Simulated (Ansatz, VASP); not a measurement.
One calculation of CaBr, two programs

```xyz
4
Lattice="4.1642 0.0000 0.0000 -2.0821 3.6063 0.0000 0.0000 0.0000 9.8618" Properties=species:S:1:pos:R:3 pbc="T T T"
Br    2.0821    1.2021    5.2710
Br    0.0000    2.4042    0.3401
Ca    2.0821    1.2021    8.2890
Ca    0.0000    2.4042    3.3581
```

Change from the starting cell: volume scaled by 1.06.

Alike in both runs: task single point; functional PBE; k mesh 8 × 8 × 3; occupations fermi-dirac, width 0.05 eV; no spin polarisation.

|  | VASP | Ansatz |
| --- | --- | --- |
| version | VASP 6.6.1 | Ansatz 0.2.0 |
| potentials or method | VASP PAW PBE potentials, release 64 (Br, Ca_sv) | Ansatz PAW |
| plane-wave cutoff (eV) | 520 | 420 |
| valence electrons in the cell | 34 | 34 |

Ansatz gave:

* gap on the k mesh at the Fermi level (eV): none
* pressure (GPa): -0.6
* largest component of the traceless stress (GPa): 0.20
* rms of the force components (eV/Å): 0.030

Problem. Which values does VASP return?

Solution. gap on the k mesh at the Fermi level (eV): none; pressure (GPa): -0.6; largest component of the traceless stress (GPa): 0.22; rms of the force components (eV/Å): 0.033.

Atom by atom the forces differ by 0.002 eV/Å (rms over components). A gap of «none» marks a metal or a gap that the smearing closes.
